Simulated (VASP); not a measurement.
# Lattice of Aluminum across functionals and dispersion corrections, part 3 of 3

Which functional gives the lattice of Aluminum as experiment finds it, and is a dearer one worth its cost? The start is a cell from a database of measured crystal structures.

VASP 6.6.1, plane waves and PAW; the level of theory is named at each step.

Still holding for the runs below: This run has no spin polarisation. Its electron count is odd, so without a moment it is a metal by construction. The k-mesh is coarse for a metal.

So far, final volume (Å³): step 2 (relaxation, level LDA) 16.0; step 5 (relaxation, level r2SCAN) 15.9; step 6 (relaxation, level PBE + D3(BJ), PBE with D3(BJ)) 15.9; step 7 (relaxation, level r2SCAN + rVV10, r2SCAN with rVV10) 15.8; step 8 (relaxation, level vdW-DF-cx) 16.4.

**9. Relaxation with RPBE**

This step: RPBE; plane waves and PAW (Al) (VASP 6.6.1).

RPBE by itself binds more weakly than PBE and expands cells.

File INCAR:

```
SYSTEM = Al
PREC = Accurate
ENCUT = 520
EDIFF = 1E-06
NELM = 100
ISMEAR = -1
SIGMA = 0.05
LREAL = .FALSE.
ALGO = Normal
GGA = RP
NBANDS = 7
LORBIT = 11
LWAVE = .FALSE.
LCHARG = .FALSE.
KPAR = 2
IBRION = 2
NSW = 60
ISIF = 3
EDIFFG = -0.01
```

File POSCAR:

```
Al
1.0
    0.0000000000      2.0248050000      2.0248050000
    2.0248050000      0.0000000000      2.0248050000
    2.0248050000      2.0248050000      0.0000000000
Al
1
Direct
    0.0000000000      0.0000000000      0.0000000000
```

File KPOINTS:

```
Automatic mesh
0
Gamma
9 9 9
0 0 0
```

PAW data sets: Al (PBE family, release 64).

Run with:

```console
$ mpirun -np 2 vasp_std
```

What it wrote:

```text
[... set-up lines as in an earlier step ...]
 entering main loop
       N       E                     dE             d eps       ncg     rms          rms(c)
DAV:   1    -0.190549598877E+01   -0.19055E+01   -0.91230E+02   497   0.240E+02
DAV:   2    -0.348957244859E+01   -0.15841E+01   -0.15450E+01   658   0.215E+01
DAV:   3    -0.350055200904E+01   -0.10980E-01   -0.10977E-01   644   0.204E+00
DAV:   4    -0.350059126279E+01   -0.39254E-04   -0.39253E-04   749   0.114E-01
[...]
DAV:   8    -0.347985819124E+01    0.13777E-04   -0.15078E-05   777   0.319E-02    0.470E-02
DAV:   9    -0.347985449511E+01    0.36961E-05   -0.17382E-06   665   0.808E-03    0.670E-04
DAV:  10    -0.347985422888E+01    0.26623E-06   -0.73192E-09   462   0.741E-04
   1 F= -.34798542E+01 E0= -.34771640E+01  d E =-.347985E+01
[...]
N       E                     dE             d eps       ncg     rms          rms(c)
DAV:   1    -0.348066090539E+01   -0.80641E-03   -0.12085E-02   588   0.493E-01    0.110E-01
DAV:   2    -0.348061587220E+01    0.45033E-04   -0.82824E-05   651   0.724E-02    0.347E-02
DAV:   3    -0.348058430022E+01    0.31572E-04   -0.57508E-06   623   0.128E-02    0.132E-02
DAV:   4    -0.348057876820E+01    0.55320E-05   -0.16183E-06   623   0.652E-03    0.845E-03
DAV:   5    -0.348057883000E+01   -0.61796E-07   -0.13727E-08   273   0.907E-04
   2 F= -.34805788E+01 E0= -.34780019E+01  d E =-.724601E-03
 trial-energy change:   -0.000725  1 .order   -0.000738   -0.001803    0.000326
 step:   0.8416(harm=  0.8467)  dis= 0.00000  next Energy=    -3.480605 (dE=-0.751E-03)
[...]
N       E                     dE             d eps       ncg     rms          rms(c)
DAV:   1    -0.348060603287E+01   -0.27265E-04   -0.30654E-04   609   0.786E-02    0.176E-02
DAV:   2    -0.348060536203E+01    0.67084E-06   -0.20530E-06   616   0.115E-02
   3 F= -.34806054E+01 E0= -.34780136E+01  d E =-.751133E-03
[...]
reached required accuracy - stopping structural energy minimisation
```

It took 7.8 s on 2 MPI ranks of Intel Xeon Platinum 8375C at 2.90GHz (Ice Lake), shared host; peak memory 0.23 GiB.

OUTCAR, selected parts (step 9):

```text
  Total       -0.0010071     -0.0010071     -0.0010071      0.0000000     -0.0000000      0.0000000
  in kB       -0.0958756     -0.0958756     -0.0958756      0.0000000     -0.0000000      0.0000000
  external PRESSURE =      -0.0958756 kB  Pullay stress =       0.0000000 kB

 POSITION                                       TOTAL-FORCE (eV/Angst)
 -----------------------------------------------------------------------------------
      0.00000      0.00000      0.00000        -0.000000     -0.000000      0.000000
 -----------------------------------------------------------------------------------
    total drift:                                0.000000      0.000000      0.000000

  FREE ENERGIE OF THE ION-ELECTRON SYSTEM (eV)
  ---------------------------------------------------
  free  energy   TOTEN  =        -3.4806053620 eV

  energy  without entropy=       -3.4754217589  energy(sigma->0) =       -3.47801356

[... 2 parts as in an earlier step ...]

[... 2 further parts left out ...]
[key lines of the parts left out:]
E-fermi :   7.8631
```

It ends at 16.83 Å³/atom, +1.4 % from the start, with -0.01 GPa left. The conventional cell has a = 4.068 Å.

**10. The cells as a table**

This step: relaxed cells at several levels; plane waves and PAW (VASP 6.6.1).

No new run; the numbers come from the runs before.

Lengths are those of the conventional cell; cost is the wall time of each run, as given at its step, times its ranks, without the set-up around it. Results by level, by row:

| level | volume (Å³/atom) | change from the start (%) | a (Å) | cost (core minutes) |
| --- | --- | --- | --- | --- |
| LDA | 15.97 | -3.8 | 3.998 | 0.213 |
| PBEsol | 16.26 | -2 | 4.022 | 0.24 |
| PBE | 16.55 | -0.3 | 4.045 | 0.207 |
| r2SCAN | 15.88 | -4.3 | 3.99 | 1.07 |
| PBE + D3(BJ) | 15.86 | -4.5 | 3.988 | 0.273 |
| r2SCAN + rVV10 | 15.83 | -4.6 | 3.986 | 3.1 |
| vdW-DF-cx | 16.43 | -1.1 | 4.035 | 1.83 |
| RPBE | 16.83 | 1.4 | 4.068 | 0.26 |

**11. Results**

| Property | Result |
| --- | --- |
| volume, LDA | 15.97 Å³/atom |
| volume, PBEsol | 16.26 Å³/atom |
| volume, PBE | 16.55 Å³/atom |
| volume, r2SCAN | 15.88 Å³/atom |
| volume, PBE + D3(BJ) | 15.86 Å³/atom |
| volume, r2SCAN + rVV10 | 15.83 Å³/atom |
| volume, vdW-DF-cx | 16.43 Å³/atom |
| volume, RPBE | 16.83 Å³/atom |

For Aluminum the levels give volumes between 15.83 Å³/atom (r2SCAN + rVV10) and 16.83 Å³/atom (RPBE), a spread of 6.3 %, while the cost of the finished runs spans a factor of 15. Within 1 % of experiment on every length: PBEsol, PBE, vdW-DF-cx and RPBE. The nearest, PBE, is among the cheap ones. Thermal and zero-point expansion, often some tenths of a per cent in length, bear on this order: with the measured lengths lowered by an assumed 0.4 % the nearest becomes vdW-DF-cx. The costs hold the number of ionic steps as well as the price of the functional. The closing table has room for seven levels; RPBE stands in the table of levels alone. Adding D3(BJ) to PBE changes the volume by -4.2 % (a by -1.4 %). Adding rVV10 to r2SCAN changes the volume by -0.3 % (a by -0.1 %). Pairwise corrections of the D and TS kind ignore the screening in a metal, so they may overbind here. Within 0.02 Å all end in space group Fm-3m; the runs can't lower the symmetry of the start. The k-sampling is coarse for a metal, so the Fermi level, pressures and the shape of the cell carry errors. Each is a single relaxation on the plane waves of the start cell, so larger changes of volume carry a basis-set error that was not tested here.

Calculation against experiment:

```
              quantity  measured             LDA          PBEsol             PBE          r2SCAN    PBE + D3(BJ)  r2SCAN + rVV10       vdW-DF-cx
lattice constant a (Å)   4.04958  3.998 (-1.3 %)  4.022 (-0.7 %)  4.045 (-0.1 %)  3.990 (-1.5 %)  3.988 (-1.5 %)  3.986 (-1.6 %)  4.035 (-0.4 %)
```

Measured values from pmc:8482755 (2021).

**Verdict.** For the lattice constant a, of the levels listed nearest comes PBE (-0.1 %, good agreement) and farthest r2SCAN + rVV10 (-1.6 %, a clear miss). The grades are ours: good and fair within 0.7 and 1.5 % for the lattice constant a. For lattice constants the calculation has a static lattice, without zero-point motion or thermal expansion.

[Lines on the potential files, build, host, timing and source positions are cut from VASP's logs without a mark.]

[Logs are printed without paths, hosts, clocks, repeated set-up lines and the standing remarks that a program may print on its own settings, such as how far it seeks lower states.]

[Hosts, paths, dates, database ids (printed as entryN), source tags and the programs' standing remarks are cut or masked in the printed files.]

[Measured values are set beside computed ones only where the two were judged alike; some that the calculation misses by far are left out.]
